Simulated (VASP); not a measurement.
```yaml
crystal:
  lattice:
    - [2.76452, 0.00000, 0.00000]
    - [0.00000, 2.76452, 0.00000]
    - [0.00000, 0.00000, 2.76452]
  atoms:
    - { symbol: Ga, position: [0.50000, 0.50000, 0.50000] }
    - { symbol: Co, position: [0.00000, 0.00000, 0.00000] }
```

Calculation: PBE GGA, VASP's PBE PAW potentials (set 64) (plane waves; VASP). Run with 500 eV cut-off, 13×13×13 Γ-centred mesh, first-order Methfessel-Paxton smearing of 0.10 eV, potentials Ga_d Co.

What does the run give for the energy per atom (σ→0), pressure, band gap (on the k-mesh) with the smallest direct gap where there is one?

```json
{
  "band gap (on the k-mesh)": "none (metal, semimetal or under 0.01 eV)",
  "energy per atom (σ→0)": "-5.123 eV/atom",
  "pressure": "29.76 GPa"
}
```

The absolute energy has meaning only against runs of the same code, potentials and settings.

The compound is CoGa in the CsCl type structure. It was relaxed first under an external pressure of 30 GPa. The run is not spin-polarised, so no magnetic state was tried.
